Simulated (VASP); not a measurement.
# How SCF threshold and smearing change a VASP run on LaRu2

A convergence test on LaRu2: the SCF threshold and smearing. The series runs use r2SCAN. The SCF threshold tried: EDIFF = 0.01; EDIFF = 0.001; EDIFF = 1E-04; EDIFF = 1E-05; EDIFF = 1E-06; EDIFF = 1E-08. The smearing tried: ISMEAR = -1, SIGMA = 0.01; ISMEAR = -1, SIGMA = 0.05; ISMEAR = -1, SIGMA = 0.1; ISMEAR = -1, SIGMA = 0.2; ISMEAR = -1, SIGMA = 0.5; ISMEAR = 1, SIGMA = 0.01; ISMEAR = 1, SIGMA = 0.05; ISMEAR = 1, SIGMA = 0.1; ISMEAR = 1, SIGMA = 0.2; ISMEAR = 1, SIGMA = 0.5; ISMEAR = -5. The start is a cell from a database of measured crystal structures.

Program: VASP 6.6.1. Level of theory: r2SCAN; plane waves and PAW (La, Ru_pv). Results are calculated unless marked as measured.

## 1. The starting structure

The structure is cubic, space group Fd-3m (No. 227). The conventional cell has a = 7.710 Å, b = 7.710 Å, c = 7.710 Å, α = 90.00°, β = 90.00°, γ = 90.00°. Nearest to La lie 12 Ru at 3.20 Å and 4 La at 3.34 Å. Nearest to Ru lie 6 Ru at 2.73 Å and 6 La at 3.20 Å. Farther neighbours are not listed.

## 2. SCF threshold: EDIFF = 0.01

EDIFF stops the electronic loop; forces need it tighter than energies do. r2SCAN adds the kinetic-energy density, costs more than a GGA and is run with LASPH.

File INCAR:

```
SYSTEM = LaRu2
PREC = Accurate
ENCUT = 400
EDIFF = 0.01
NELM = 100
ISMEAR = -1
SIGMA = 0.05
LREAL = .FALSE.
ALGO = Normal
METAGGA = R2SCAN
LASPH = .TRUE.
NBANDS = 48
LORBIT = 11
LWAVE = .FALSE.
LCHARG = .FALSE.
KPAR = 4
ISIF = 2
```

File POSCAR:

```
LaRu2
1.0
    0.0000000000      3.8550000000      3.8550000000
    3.8550000000      0.0000000000      3.8550000000
    3.8550000000      3.8550000000      0.0000000000
La Ru
2 4
Direct
    0.0000000000      0.0000000000      0.0000000000
    0.2500000000      0.2500000000      0.2500000000
    0.6250000000      0.6250000000      0.6250000000
    0.1250000000      0.6250000000      0.6250000000
    0.6250000000      0.6250000000      0.1250000000
    0.6250000000      0.1250000000      0.6250000000
```

File KPOINTS:

```
Automatic mesh
0
Gamma
5 5 5
0 0 0
```

PAW data sets: La and Ru_pv (PBE family, release 64).

Command:

```
$ mpirun -np 4 vasp_std
```

Log:

```text
[banner, memory and clock lines left out]
running    4 mpi-ranks, on    1 nodes
 distrk:  each k-point on    1 cores,    4 groups
 distr:  one band on    1 cores,    1 groups

 POSCAR found type information on POSCAR LaRu
 POSCAR found :  2 types and       6 ions
|                                                                             |
|               ----> ADVICE to this user running VASP <----                  |
|                                                                             |
|     You enforced a specific xc type in the INCAR file but a different       |
|     [... a line on the potential file left out ...]
|     I HOPE YOU KNOW WHAT YOU ARE DOING!                                     |
|                                                                             |

 LDA part: xc-table for (None), standard interpolation
 POSCAR, INCAR and KPOINTS ok, starting setup
 FFT: planning ... GRIDC
 FFT: planning ... GRID_SOFT
 FFT: planning ... GRID
 WAVECAR not read
 entering main loop
       N       E                     dE             d eps       ncg     rms          rms(c)
DAV:   1     0.766642529791E+03    0.76664E+03   -0.33479E+04  1280   0.211E+03
DAV:   2    -0.581929886163E+02   -0.82484E+03   -0.78616E+03  1144   0.505E+02
DAV:   3    -0.174732081394E+03   -0.11654E+03   -0.11101E+03  1504   0.177E+02
DAV:   4    -0.190304551634E+03   -0.15572E+02   -0.14649E+02  1864   0.582E+01
DAV:   5    -0.192128745256E+03   -0.18242E+01   -0.16251E+01  1784   0.161E+01    0.287E+01
DAV:   6    -0.166649348804E+03    0.25479E+02   -0.14082E+02  1512   0.628E+01    0.137E+01
DAV:   7    -0.161935365463E+03    0.47140E+01   -0.23217E+01  1648   0.304E+01    0.497E+00
DAV:   8    -0.161908026182E+03    0.27339E-01   -0.40618E+00  1584   0.991E+00    0.255E+00
DAV:   9    -0.161954883388E+03   -0.46857E-01   -0.38215E-01  1624   0.407E+00    0.132E+00
DAV:  10    -0.161952086441E+03    0.27969E-02   -0.86377E-02  1368   0.186E+00
   1 F= -.16195209E+03 E0= -.16192470E+03  d E =-.547701E-01
```

Elapsed: 25 s, on 4 MPI ranks of AMD EPYC 9R45, shared host; peak memory 0.85 GiB.

The logs omit lines about the potential files and the build; timing stands in the text.

OUTCAR, selected parts (step 2):

```text
ion  position               nearest neighbor table
   1  0.000  0.000  0.000-   3 3.20   5 3.20   6 3.20   3 3.20   4 3.20   5 3.20   3 3.20   4 3.20
                             6 3.20   4 3.20   5 3.20   6 3.20   2 3.34   2 3.34   2 3.34   2 3.34
   2  0.250  0.250  0.250-   4 3.20   5 3.20   6 3.20   3 3.20   4 3.20   6 3.20   3 3.20   4 3.20
                             5 3.20   3 3.20   5 3.20   6 3.20   1 3.34   1 3.34   1 3.34   1 3.34
   3  0.625  0.625  0.625-   4 2.73   5 2.73   6 2.73   5 2.73   6 2.73   4 2.73   1 3.20   2 3.20
                             1 3.20   2 3.20   1 3.20   2 3.20
   4  0.125  0.625  0.625-   3 2.73   5 2.73   6 2.73   3 2.73   5 2.73   6 2.73   2 3.20   1 3.20
                             1 3.20   2 3.20   2 3.20   1 3.20
   5  0.625  0.625  0.125-   3 2.73   3 2.73   4 2.73   6 2.73   6 2.73   4 2.73   1 3.20   2 3.20
                             1 3.20   2 3.20   1 3.20   2 3.20
   6  0.625  0.125  0.625-   3 2.73   5 2.73   3 2.73   4 2.73   5 2.73   4 2.73   2 3.20   1 3.20
                             2 3.20   2 3.20   1 3.20   1 3.20

  LATTYP: Found a face centered cubic cell.
 ALAT       =     7.7100000000

 Subroutine GETGRP returns: Found 48 space group operations
 (whereof 24 operations were pure point group operations)

The static configuration has the point symmetry T_d .
 The point group associated with its full space group is O_h .

 Found     10 irreducible k-points:

   k-points           NKPTS =     10   k-points in BZ     NKDIM =     10   number of bands    NBANDS=     48

   dimension x,y,z NGX =    36 NGY =   36 NGZ =   36
   dimension x,y,z NGXF=    72 NGYF=   72 NGZF=   72

   ENCUT  =  400.0 eV  29.40 Ry    5.42 a.u.   8.89  8.89  8.89*2*pi/ulx,y,z

   NELECT =      78.0000    total number of electrons

 k-points in reciprocal lattice and weights: Automatic mesh
   0.00000000  0.00000000  0.00000000       0.008
   0.20000000  0.00000000  0.00000000       0.064
   0.40000000  0.00000000  0.00000000       0.064
   0.20000000  0.20000000  0.00000000       0.048
   0.40000000  0.20000000  0.00000000       0.192
  -0.40000000  0.20000000  0.00000000       0.192
  -0.20000000  0.20000000  0.00000000       0.096
   0.40000000  0.40000000  0.00000000       0.048
  -0.40000000  0.40000000  0.00000000       0.096
  -0.40000000  0.40000000  0.20000000       0.192

 average (electrostatic) potential at core
       1 -98.0224       2 -98.0224       3 -73.4131       4 -73.4131       5 -73.4131
       6 -73.4131

 E-fermi :  10.7442

 k-point     1 :       0.0000    0.0000    0.0000
  band No.  band energies     occupation
    ...
     34      10.4443      1.99504
     35      10.4443      1.99504
     36      10.7339      1.10210
     37      10.7339      1.10210
     38      10.7339      1.10182
     39      10.8112      0.41489
     40      10.8112      0.41488
     41      12.1672      0.00000
     42      12.1673      0.00000
     43      12.1673      0.00000
    ...

 k-point     2 :       0.2000    0.0000    0.0000
  band No.  band energies     occupation
    ...
     34      10.3247      1.99955
     35      10.3247      1.99955
     36      10.6522      1.72573
     37      10.7210      1.22787
     38      10.7210      1.22776
     39      11.1678      0.00042
     40      11.1678      0.00042
     41      11.3419      0.00001
     42      11.9444      0.00000
     43      11.9445      0.00000
    ...

 k-point     3 :       0.4000    0.0000    0.0000
  band No.  band energies     occupation
    ...
     35       9.6563      2.00000
     36       9.6563      2.00000
     37      10.5304      1.97254
     38      10.6279      1.82183
     39      10.6279      1.82179
     40      11.1346      0.00081
     41      11.1346      0.00081
     42      12.1506      0.00000
     43      12.1506      0.00000
     44      12.3900      0.00000
    ...

  Total       -0.4337156     -0.4337156     -0.4337156      0.0000000     -0.0000000      0.0000000
  in kB       -6.0647444     -6.0647444     -6.0647444      0.0000000     -0.0000000      0.0000000
  external PRESSURE =      -6.0647444 kB  Pullay stress =       0.0000000 kB

  energy-cutoff  :      400.00
  volume of cell :      114.58
      direct lattice vectors                 reciprocal lattice vectors
     0.000000000  3.855000000  3.855000000    -0.129701686  0.129701686  0.129701686
     3.855000000  0.000000000  3.855000000     0.129701686 -0.129701686  0.129701686
     3.855000000  3.855000000  0.000000000     0.129701686  0.129701686 -0.129701686

 POSITION                                       TOTAL-FORCE (eV/Angst)
 -----------------------------------------------------------------------------------
      0.00000      0.00000      0.00000        -0.000000     -0.000000     -0.000000
      1.92750      1.92750      1.92750         0.000000      0.000000      0.000000
      4.81875      4.81875      4.81875        -0.000000     -0.000000      0.000000
      4.81875      2.89125      2.89125        -0.000000     -0.000000      0.000000
      2.89125      2.89125      4.81875        -0.000000     -0.000000      0.000000
      2.89125      4.81875      2.89125        -0.000000     -0.000000      0.000000
 -----------------------------------------------------------------------------------
    total drift:                                0.000000      0.000000      0.000000

  FREE ENERGIE OF THE ION-ELECTRON SYSTEM (eV)
  ---------------------------------------------------
  free  energy   TOTEN  =      -161.9520864405 eV

  energy  without entropy=     -161.8973162986  energy(sigma->0) =     -161.92470137

 total charge
# of ion       s       p       d       f       tot
--------------------------------------------------
    1        2.025   5.629   0.863   0.192   8.710
    2        2.025   5.629   0.863   0.192   8.710
    3        0.419   6.183   6.026   0.000  12.628
    4        0.419   6.183   6.026   0.000  12.628
    5        0.419   6.183   6.026   0.000  12.628
    6        0.419   6.183   6.026   0.000  12.628
--------------------------------------------------
tot          5.728  35.991  25.830   0.385  67.933

[... 3 further parts left out ...]
```

The k-mesh is coarse for a metal. The PAW data sets were made with PBE, which is usual practice but a small mismatch for other functionals.

This step gave:

* SCF cycles: 10
* electrons: 78
* bands: 48
* irreducible k-points: 10
* symmetry operations: 48
* free energy (TOTEN): -161.9521 eV
* energy at zero smearing: -161.9247 eV
* Fermi energy: 10.74 eV
* pressure: -0.6065 GPa
* metallic: yes

The series starts at -26.9875 eV an atom and -0.61 GPa, after 10 cycles in 25 s.

## 3. SCF threshold: EDIFF = 0.001

INCAR: that of step 2 with these lines changed.

```diff
@@ -3,3 +3,3 @@
 ENCUT = 400
-EDIFF = 0.01
+EDIFF = 0.001
 NELM = 100
```

POSCAR is that of step 2.

KPOINTS is that of step 2.

Command:

```
$ mpirun -np 4 vasp_std
```

Log:

```text
[banner, memory and clock lines left out]
running    4 mpi-ranks, on    1 nodes
[...]
[... a notice as in an earlier step ...]

 LDA part: xc-table for (None), standard interpolation
 POSCAR, INCAR and KPOINTS ok, starting setup
[...]
entering main loop
       N       E                     dE             d eps       ncg     rms          rms(c)
[... 4 cycles as in an earlier step ...]
DAV:   5    -0.192128828167E+03   -0.18243E+01   -0.16252E+01  1800   0.161E+01    0.287E+01
DAV:   6    -0.166649186585E+03    0.25480E+02   -0.14081E+02  1512   0.628E+01    0.137E+01
DAV:   7    -0.161935385583E+03    0.47138E+01   -0.23216E+01  1648   0.304E+01    0.497E+00
DAV:   8    -0.161908036898E+03    0.27349E-01   -0.40616E+00  1584   0.991E+00    0.255E+00
DAV:   9    -0.161954897476E+03   -0.46861E-01   -0.38220E-01  1656   0.407E+00    0.132E+00
DAV:  10    -0.161952365932E+03    0.25315E-02   -0.89249E-02  1624   0.186E+00    0.318E-01
DAV:  11    -0.161953036827E+03   -0.67089E-03   -0.87632E-03  1536   0.628E-01
   1 F= -.16195304E+03 E0= -.16192566E+03  d E =-.547508E-01
```

The job ended after 32 s (4 MPI ranks; peak memory 0.84 GiB; 1.8 min of CPU time).

Parts of OUTCAR (step 3):

```text
  Total       -1.0452861     -1.0452861     -1.0452861      0.0000000      0.0000000      0.0000000
  in kB      -14.6164738    -14.6164738    -14.6164738      0.0000000      0.0000000      0.0000000
  external PRESSURE =     -14.6164738 kB  Pullay stress =       0.0000000 kB

 POSITION                                       TOTAL-FORCE (eV/Angst)
 -----------------------------------------------------------------------------------
      0.00000      0.00000      0.00000         0.000000      0.000000      0.000000
      1.92750      1.92750      1.92750        -0.000000     -0.000000     -0.000000
      4.81875      4.81875      4.81875         0.000000      0.000000     -0.000000
      4.81875      2.89125      2.89125         0.000000      0.000000     -0.000000
      2.89125      2.89125      4.81875         0.000000      0.000000     -0.000000
      2.89125      4.81875      2.89125         0.000000      0.000000     -0.000000
 -----------------------------------------------------------------------------------
    total drift:                                0.000000      0.000000      0.000000

  FREE ENERGIE OF THE ION-ELECTRON SYSTEM (eV)
  ---------------------------------------------------
  free  energy   TOTEN  =      -161.9530368270 eV

  energy  without entropy=     -161.8982860431  energy(sigma->0) =     -161.92566144

[... 2 parts as in an earlier step ...]

[... 1 further part left out ...]
[key lines of the parts left out:]
E-fermi :  10.7470
```

Against the run before the energy moves by -0.16 meV an atom and the pressure by -0.86 GPa, after 11 cycles in 32 s.

## 4. SCF threshold: EDIFF = 1E-04

INCAR: that of step 3 with these lines changed.

```diff
@@ -3,3 +3,3 @@
 ENCUT = 400
-EDIFF = 0.001
+EDIFF = 1E-04
 NELM = 100
```

POSCAR is that of step 3.

KPOINTS is that of step 3.

Command:

```
$ mpirun -np 4 vasp_std
```

Log:

```text
[... set-up lines as in an earlier step ...]
 entering main loop
       N       E                     dE             d eps       ncg     rms          rms(c)
[... 9 cycles as in an earlier step ...]
DAV:  10    -0.161952366555E+03    0.25309E-02   -0.89255E-02  1640   0.186E+00    0.318E-01
DAV:  11    -0.161953065825E+03   -0.69927E-03   -0.90486E-03  1800   0.626E-01    0.188E-01
DAV:  12    -0.161953320396E+03   -0.25457E-03   -0.14909E-03  1384   0.298E-01    0.538E-02
DAV:  13    -0.161953249755E+03    0.70641E-04   -0.26837E-04   912   0.169E-01
   1 F= -.16195325E+03 E0= -.16192594E+03  d E =-.546112E-01
```

Elapsed: 41 s, on 4 MPI ranks; peak memory 0.84 GiB; 2.2 min of CPU time.

OUTCAR, selected parts (step 4):

```text
  Total       -1.6509505     -1.6509505     -1.6509505      0.0000000      0.0000000      0.0000000
  in kB      -23.0856174    -23.0856174    -23.0856174      0.0000000      0.0000000      0.0000000
  external PRESSURE =     -23.0856174 kB  Pullay stress =       0.0000000 kB

 POSITION                                       TOTAL-FORCE (eV/Angst)
 -----------------------------------------------------------------------------------
      0.00000      0.00000      0.00000        -0.000000      0.000000     -0.000000
      1.92750      1.92750      1.92750        -0.000000     -0.000000     -0.000000
      4.81875      4.81875      4.81875         0.000000     -0.000000      0.000000
      4.81875      2.89125      2.89125         0.000000     -0.000000      0.000000
      2.89125      2.89125      4.81875         0.000000     -0.000000      0.000000
      2.89125      4.81875      2.89125         0.000000     -0.000000      0.000000
 -----------------------------------------------------------------------------------
    total drift:                                0.000000      0.000000      0.000000

  FREE ENERGIE OF THE ION-ELECTRON SYSTEM (eV)
  ---------------------------------------------------
  free  energy   TOTEN  =      -161.9532497554 eV

  energy  without entropy=     -161.8986385103  energy(sigma->0) =     -161.92594413

[... 2 parts as in an earlier step ...]

[... 1 further part left out ...]
[key lines of the parts left out:]
E-fermi :  10.7510
```

Against the run before the energy moves by -0.05 meV an atom and the pressure by -0.85 GPa, after 13 cycles in 41 s.

## 5. SCF threshold: EDIFF = 1E-05

INCAR: that of step 4 with these lines changed.

```diff
@@ -3,3 +3,3 @@
 ENCUT = 400
-EDIFF = 1E-04
+EDIFF = 1E-05
 NELM = 100
```

POSCAR is that of step 4.

KPOINTS is that of step 4.

Command:

```
$ mpirun -np 4 vasp_std
```

Log:

```text
[... set-up lines as in an earlier step ...]
 entering main loop
       N       E                     dE             d eps       ncg     rms          rms(c)
[... 10 cycles as in an earlier step ...]
DAV:  11    -0.161953066379E+03   -0.69982E-03   -0.90541E-03  1848   0.626E-01    0.189E-01
DAV:  12    -0.161953323309E+03   -0.25693E-03   -0.15170E-03  1552   0.297E-01    0.538E-02
DAV:  13    -0.161953261822E+03    0.61487E-04   -0.36078E-04  1488   0.151E-01    0.237E-02
DAV:  14    -0.161953262214E+03   -0.39162E-06   -0.22184E-05   928   0.398E-02
   1 F= -.16195326E+03 E0= -.16192595E+03  d E =-.546212E-01
```

Elapsed: 45 s, on 4 MPI ranks; peak memory 0.84 GiB.

OUTCAR, selected parts (step 5):

```text
  Total       -1.6655249     -1.6655249     -1.6655249      0.0000000     -0.0000000      0.0000000
  in kB      -23.2894144    -23.2894144    -23.2894144      0.0000000     -0.0000000      0.0000000
  external PRESSURE =     -23.2894144 kB  Pullay stress =       0.0000000 kB

 POSITION                                       TOTAL-FORCE (eV/Angst)
 -----------------------------------------------------------------------------------
      0.00000      0.00000      0.00000         0.000000      0.000000      0.000000
      1.92750      1.92750      1.92750        -0.000000     -0.000000     -0.000000
      4.81875      4.81875      4.81875         0.000000      0.000000      0.000000
      4.81875      2.89125      2.89125         0.000000      0.000000      0.000000
      2.89125      2.89125      4.81875         0.000000      0.000000      0.000000
      2.89125      4.81875      2.89125         0.000000      0.000000      0.000000
 -----------------------------------------------------------------------------------
    total drift:                                0.000000      0.000000      0.000000

  FREE ENERGIE OF THE ION-ELECTRON SYSTEM (eV)
  ---------------------------------------------------
  free  energy   TOTEN  =      -161.9532622137 eV

  energy  without entropy=     -161.8986410400  energy(sigma->0) =     -161.92595163

[... 2 parts as in an earlier step ...]

[... 1 further part left out ...]
[key lines of the parts left out:]
E-fermi :  10.7510
```

Against the run before the energy stays within 0.01 meV an atom; the pressure moves by -0.02 GPa, after 14 cycles in 45 s.

## 6. SCF threshold: EDIFF = 1E-06

INCAR: that of step 5 with these lines changed.

```diff
@@ -3,3 +3,3 @@
 ENCUT = 400
-EDIFF = 1E-05
+EDIFF = 1E-06
 NELM = 100
```

POSCAR is that of step 5.

KPOINTS is that of step 5.

Command:

```
$ mpirun -np 4 vasp_std
```

Log:

```text
[... set-up lines as in an earlier step ...]
 entering main loop
       N       E                     dE             d eps       ncg     rms          rms(c)
[... 12 cycles as in an earlier step ...]
DAV:  13    -0.161953262858E+03    0.60451E-04   -0.37112E-04  1664   0.151E-01    0.237E-02
DAV:  14    -0.161953263869E+03   -0.10106E-05   -0.28759E-05  1512   0.303E-02    0.524E-03
DAV:  15    -0.161953263683E+03    0.18543E-06   -0.45016E-06  1056   0.163E-02
   1 F= -.16195326E+03 E0= -.16192595E+03  d E =-.546204E-01
```

The job ended after 48 s (4 MPI ranks; peak memory 0.84 GiB).

Parts of OUTCAR (step 6):

```text
  Total       -1.6404889     -1.6404889     -1.6404889     -0.0000000      0.0000000      0.0000000
  in kB      -22.9393300    -22.9393300    -22.9393300     -0.0000000      0.0000000      0.0000000
  external PRESSURE =     -22.9393300 kB  Pullay stress =       0.0000000 kB

 POSITION                                       TOTAL-FORCE (eV/Angst)
 -----------------------------------------------------------------------------------
      0.00000      0.00000      0.00000         0.000000      0.000000      0.000000
      1.92750      1.92750      1.92750        -0.000000     -0.000000      0.000000
      4.81875      4.81875      4.81875         0.000000      0.000000     -0.000000
      4.81875      2.89125      2.89125         0.000000      0.000000     -0.000000
      2.89125      2.89125      4.81875         0.000000      0.000000     -0.000000
      2.89125      4.81875      2.89125         0.000000      0.000000     -0.000000
 -----------------------------------------------------------------------------------
    total drift:                                0.000000      0.000000      0.000000

  FREE ENERGIE OF THE ION-ELECTRON SYSTEM (eV)
  ---------------------------------------------------
  free  energy   TOTEN  =      -161.9532636831 eV

  energy  without entropy=     -161.8986433330  energy(sigma->0) =     -161.92595351

[... 2 parts as in an earlier step ...]

[... 1 further part left out ...]
[key lines of the parts left out:]
E-fermi :  10.7506
```

Against the run before the energy stays within 0.01 meV an atom; the pressure moves by +0.04 GPa, after 15 cycles in 48 s.

[end of part 1 of 3]

[Lines on the potential files, build, host, timing and source positions are cut from VASP's logs without a mark.]

[Logs are printed without paths, hosts, clocks, repeated set-up lines and the standing remarks that a program may print on its own settings, such as how far it seeks lower states.]

[Hosts, paths, dates, database ids (printed as entryN), source tags and the programs' standing remarks are cut or masked in the printed files.]

[A measured line is paired with the nearest computed mode of its activity, which favours agreement.]
